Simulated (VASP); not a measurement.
```
Be2C
1.0
    0.00000     2.14599     2.14599
    2.14599     0.00000     2.14599
    2.14599     2.14599     0.00000
Be C
2 1
Direct
  0.25000   0.25000   0.25000
  0.75000   0.75000   0.75000
  0.00000   0.00000   0.00000
```

Computed with optB86b-vdW, VASP's PBE PAW potentials (set 64) (plane waves; VASP). Settings: 520 eV cut-off, 9×9×9 Γ-centred mesh, Gaussian smearing of 0.050 eV, potentials Be C.

Predict the energy per atom (σ→0), pressure.

```
Item                           Result
---------------------  --------------
energy per atom (σ→0)  -5.190 eV/atom
pressure                     6.44 GPa
```

The absolute energy has meaning only against runs of the same code, potentials and settings.

The compound is Be2C in the antifluorite structure. This cell is one point of a volume scan, at 0.97 of the reference volume.
